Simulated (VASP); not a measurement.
Level of theory: PBE GGA with D3 dispersion (Becke-Johnson damping), VASP's PBE PAW potentials (set 64) (plane waves; VASP).

VASP ran on this input.

**INCAR**
```
ALGO = Normal
EDIFF = 1E-6
EDIFFG = -0.01
ENCUT = 520
GGA = PE
IBRION = 2
ISIF = 3
ISMEAR = 1
IVDW = 12
LASPH = .TRUE.
LCHARG = .FALSE.
LMAXMIX = 4
LREAL = .FALSE.
LWAVE = .FALSE.
NELM = 100
NSW = 60
PREC = Accurate
SIGMA = 0.1
SYSTEM = InSb
```

### POSCAR
```
InSb
1
    0.0000000000     3.2734381741     3.2734381741
    3.2734381741     0.0000000000     3.2734381741
    3.2734381741     3.2734381741     0.0000000000
In Sb
1 1
Direct
  0.0000000000   0.0000000000   0.0000000000
  0.2500000000   0.2500000000   0.2500000000
```

### KPOINTS
```
Regular mesh
0
G
 9 9 9
0 0 0
```

POTCAR, in this order: In_d Sb (PBE.64 set). Program: vasp_std.

The resulting files:

**OSZICAR**
```
       N       E                     dE             d eps       ncg     rms          rms(c)
DAV:   1     0.111264815678E+03    0.11126E+03   -0.80553E+03   910   0.136E+03
DAV:   2     0.694505067829E+00   -0.11057E+03   -0.10773E+03   935   0.307E+02
DAV:   3    -0.682853387535E+01   -0.75230E+01   -0.74634E+01  1190   0.877E+01
DAV:   4    -0.703137633157E+01   -0.20284E+00   -0.20275E+00  1083   0.169E+01
DAV:   5    -0.704111843309E+01   -0.97421E-02   -0.97417E-02  1343   0.313E+00    0.397E+00
DAV:   6    -0.694724718430E+01    0.93871E-01   -0.17810E-01  1250   0.715E+00    0.231E+00
DAV:   7    -0.693508243887E+01    0.12165E-01   -0.72800E-02  1175   0.288E+00    0.627E-01
DAV:   8    -0.693614101160E+01   -0.10586E-02   -0.77942E-03  1164   0.119E+00    0.249E-01
DAV:   9    -0.693675046010E+01   -0.60945E-03   -0.88273E-04  1048   0.291E-01    0.781E-02
DAV:  10    -0.693683334291E+01   -0.82883E-04   -0.67474E-05  1110   0.664E-02    0.330E-02
DAV:  11    -0.693687736100E+01   -0.44018E-04   -0.79107E-05   965   0.680E-02    0.190E-02
DAV:  12    -0.693687814063E+01   -0.77963E-06   -0.98118E-07   815   0.853E-03
   1 F= -.75783354E+01 E0= -.75783866E+01  d E =-.757834E+01
       N       E                     dE             d eps       ncg     rms          rms(c)
DAV:   1    -0.693608186112E+01    0.79550E-03   -0.17043E-02  1140   0.261E+00    0.160E-01
DAV:   2    -0.693550779034E+01    0.57407E-03   -0.12579E-03  1105   0.805E-01    0.581E-02
DAV:   3    -0.693541495251E+01    0.92838E-04   -0.29331E-04  1210   0.347E-01    0.311E-02
DAV:   4    -0.693541475014E+01    0.20237E-06   -0.91543E-06   935   0.305E-02
   2 F= -.75783544E+01 E0= -.75784036E+01  d E =-.189172E-04
```

### OUTCAR
```
------------------------ aborting loop because EDIFF is reached ----------------------------------------
 Edisp (eV)   -0.64294
  FORCE on cell =-STRESS in cart. coord.  units (eV):
  Direction    XX          YY          ZZ          XY          YZ          ZX
  --------------------------------------------------------------------------------------
  Total       0.01206     0.01206     0.01206     0.00000     0.00000     0.00000
  in kB       0.27602     0.27602     0.27602     0.00000     0.00000     0.00000
  external pressure =        0.28 kB  Pullay stress =        0.00 kB
  volume of cell :       70.01
      direct lattice vectors                 reciprocal lattice vectors
     0.000000000  3.271232820  3.271232820    -0.152847574  0.152847574  0.152847574
     3.271232820  0.000000000  3.271232820     0.152847574 -0.152847574  0.152847574
     3.271232820  3.271232820  0.000000000     0.152847574  0.152847574 -0.152847574
  FREE ENERGIE OF THE ION-ELECTRON SYSTEM (eV)
  ---------------------------------------------------
  free  energy   TOTEN  =        -7.5783543561 eV

  energy  without entropy=       -7.5785019772  energy(sigma->0) =       -7.57840356

 reached required accuracy - stopping structural energy minimisation
```
(Selected blocks of OUTCAR.)

**CONTCAR**
```
InSb
   1.00000000000000
     0.0000000000000000    3.2712328197857925    3.2712328197857925
     3.2712328197857925    0.0000000000000000    3.2712328197857925
     3.2712328197857925    3.2712328197857925    0.0000000000000000
  In              Sb
     1     1
Direct
     1.0000000000000000    0.0000000000000000    0.0000000000000000
     0.2500000000000000    0.2500000000000000    0.2500000000000000
```

The compound is InSb in the zinc blende structure. This run relaxes it. Symmetry was kept, so distortions that lower it aren't found. The start is the result of an earlier pass.
